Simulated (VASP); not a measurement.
Output of a VASP run:

File OSZICAR:
```
       N       E                     dE             d eps       ncg     rms          rms(c)
DAV:   1    -0.105769409315E+01   -0.10577E+01   -0.14094E+03   582   0.604E+02
DAV:   2    -0.548157874673E+01   -0.44239E+01   -0.43980E+01   822   0.672E+01
DAV:   3    -0.554654353176E+01   -0.64965E-01   -0.64965E-01   708   0.780E+00
DAV:   4    -0.554754489445E+01   -0.10014E-02   -0.10014E-02   774   0.780E-01
DAV:   5    -0.554754918133E+01   -0.42869E-05   -0.42869E-05   708   0.424E-02    0.305E+00
DAV:   6    -0.534280033469E+01    0.20475E+00   -0.19035E-01   624   0.202E+00    0.151E+00
DAV:   7    -0.527964287766E+01    0.63157E-01   -0.23798E-01   708   0.251E+00    0.238E-01
DAV:   8    -0.528239629859E+01   -0.27534E-02   -0.76169E-03   666   0.766E-01    0.440E-02
DAV:   9    -0.528236642198E+01    0.29877E-04   -0.25880E-04   816   0.961E-02    0.122E-02
DAV:  10    -0.528236662106E+01   -0.19908E-06   -0.11150E-05   708   0.303E-02    0.379E-03
DAV:  11    -0.528236596742E+01    0.65363E-06   -0.77663E-07   444   0.836E-03
   1 F= -.52823660E+01 E0= -.52823660E+01  d E =-.528237E+01
       N       E                     dE             d eps       ncg     rms          rms(c)
DAV:   1    -0.528240130501E+01   -0.34684E-04   -0.21554E-04   750   0.140E-01    0.289E-02
DAV:   2    -0.528240183093E+01   -0.52592E-06   -0.11136E-05   654   0.326E-02    0.177E-02
DAV:   3    -0.528239541723E+01    0.64137E-05   -0.47160E-06   972   0.154E-02    0.216E-03
DAV:   4    -0.528239538727E+01    0.29965E-07   -0.97083E-08   288   0.409E-03
   2 F= -.52823954E+01 E0= -.52823954E+01  d E =-.294198E-04
```

OUTCAR:
```
------------------------ aborting loop because EDIFF is reached ----------------------------------------
  FORCE on cell =-STRESS in cart. coord.  units (eV):
  Direction    XX          YY          ZZ          XY          YZ          ZX
  --------------------------------------------------------------------------------------
  Total       -0.0160716     -0.0160716     -0.0160716      0.0000000     -0.0000000      0.0000000
  in kB       -1.5918823     -1.5918823     -1.5918823      0.0000000     -0.0000000      0.0000000
  external PRESSURE =      -1.5918823 kB  Pullay stress =       0.0000000 kB
  volume of cell :       16.18
      direct lattice vectors                 reciprocal lattice vectors
    -0.000000000  2.007286981  2.007286981    -0.249092434  0.249092434  0.249092434
     2.007286981  0.000000000  2.007286981     0.249092434 -0.249092434  0.249092434
     2.007286981  2.007286981  0.000000000     0.249092434  0.249092434 -0.249092434
  FREE ENERGIE OF THE ION-ELECTRON SYSTEM (eV)
  ---------------------------------------------------
  free  energy   TOTEN  =        -5.2823953873 eV

  energy  without entropy=       -5.2823953873  energy(sigma->0) =       -5.28239539

 reached required accuracy - stopping structural energy minimisation
```
(Selected blocks of OUTCAR.)

File POSCAR:
```
LiH
1
    0.0000000000     2.0083623697     2.0083623697
    2.0083623697    -0.0000000000     2.0083623697
    2.0083623697     2.0083623697     0.0000000000
Li H
1 1
Direct
  0.0000000000   0.0000000000   0.0000000000
  0.5000000000   0.5000000000   0.5000000000
```

Problem. Reconstruct the remaining input files.

Solution. Several could match; the one computed here: the input of the run itself, optB86b-vdW, plane waves, VASP's PBE PAW potentials (set 64).

INCAR:
```
AGGAC  =  0.0
ALGO  =  Normal
EDIFF  =  1E-6
EDIFFG  =  -0.01
ENCUT  =  520
GGA  =  MK
IBRION  =  2
ISIF  =  3
ISMEAR  =  0
LASPH  =  .TRUE.
LCHARG  =  .FALSE.
LREAL  =  .FALSE.
LUSE_VDW  =  .TRUE.
LWAVE  =  .FALSE.
NELM  =  100
NSW  =  60
PARAM1  =  0.1234
PARAM2  =  1.0
PREC  =  Accurate
SIGMA  =  0.05
SYSTEM  =  LiH
```

KPOINTS:
```
Automatic mesh
0
Gamma
10 10 10
0 0 0
```

POTCAR, in this order: Li_sv H (PBE.64 set). Program: vasp_std.

The compound is LiH in the rock salt structure. This run relaxes it. Symmetry was kept, so distortions that lower it aren't found. The start is the result of an earlier pass.
